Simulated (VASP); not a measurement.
Given:

```
CELL_PARAMETERS angstrom
      0.00000     1.74483     1.74483
      1.74483     0.00000     1.74483
      1.74483     1.74483     0.00000
ATOMIC_POSITIONS crystal
  Ni 0.00000 0.00000 0.00000
```
Starting moments (μB, in the order of the record's atoms Ni): 0.6.

Method: rev-vdW-DF2, VASP's PBE PAW potentials (set 64) (plane waves; VASP). Settings: 520 eV cut-off, 20×20×20 Γ-centred mesh, tetrahedra with Blöchl corrections, potentials Ni.

Question: Predict the cell moment, energy per atom (σ→0), band gap (on the k-mesh) with the smallest direct gap where there is one.

Answer: 
band gap (on the k-mesh): none (metal, semimetal or under 0.01 eV)
cell moment: 0.59 μB
energy per atom (σ→0): -3.154 eV/atom

Question: Give the moment on each site (PAW-sphere projection).

Answer: 
| site | moment (μB) |
|---|---|
| Ni1 | 0.60 |

Total energies compare only between runs with the same potentials, cut-off and functional.

The compound is Ni in the fcc structure. It was relaxed first.
